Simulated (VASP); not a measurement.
Wanted: the native input for a VASP 6.6.1 run.

* Task: relaxation of cell and atoms
* Functional: LDA
* Potentials or basis: VASP PAW LDA potentials, release 64 (P)
* Cutoff: 520 eV
* k mesh: 15 × 15 × 15
* Occupations: gaussian, width 0.1 eV
* Spin: no spin polarisation
* Target pressure: 12.5 GPa
* Further INCAR settings: ALGO = Normal; EDIFF = 1e-07; IBRION = 2; EDIFFG = -0.002; NSW = 80; ISIF = 3
* Target pressure: 12.5 GPa

The structure of P lies in POSCAR:

```
P                                       
1.0
    1.6616140973      0.9593333498      2.7124511229
   -1.6616140973      0.9593333498      2.7124511229
    0.0000000000     -1.9186666859      2.7124511215
  P             
     2
Direct
     0.2440386947919961    0.2440386947919961    0.2440386947903050
     0.7559613052080039    0.7559613052080039    0.7559613052096950
```

This isn't the form of P at room conditions, which is orthorhombic.

The input as run:

INCAR

```
SYSTEM = P
  PREC = Accurate
  ENCUT = 520
  EDIFF = 1E-7
  ISMEAR = 0
  SIGMA = 0.1
  LREAL = .FALSE.
  LASPH = .TRUE.
  NELM = 80
  ALGO = Normal
  ISIF = 3
  LWAVE = .FALSE.
  LCHARG = .FALSE.
  GGA = CA
  IBRION = 2
  NSW = 80
  EDIFFG = -0.002
  PSTRESS = 125.0
```

KPOINTS

```
Automatic mesh
0
G
  15 15 15
  0 0 0
```

Potentials or basis: VASP PAW LDA potentials, release 64 (P).

Launch:

```sh
$ cat potpaw_LDA.64/P/POTCAR > POTCAR
$ mpirun -np 1 vasp_std > vasp.out
```

It gave:

```json
{
 "Pressure after relaxing": "12.5 GPa",
 "Band gap on the k mesh": "none (metal or under the smearing width)"
}
```

Caveat: the relaxation stopped at its first step, so nothing moved; the cell is relaxed towards a set pressure, so the enthalpy falls and the energy may rise.

Run time: 32 s on 1 thread of Intel(R) Xeon(R) 6975P-C (Granite Rapids) (shared host), peak memory 0.19 GiB.
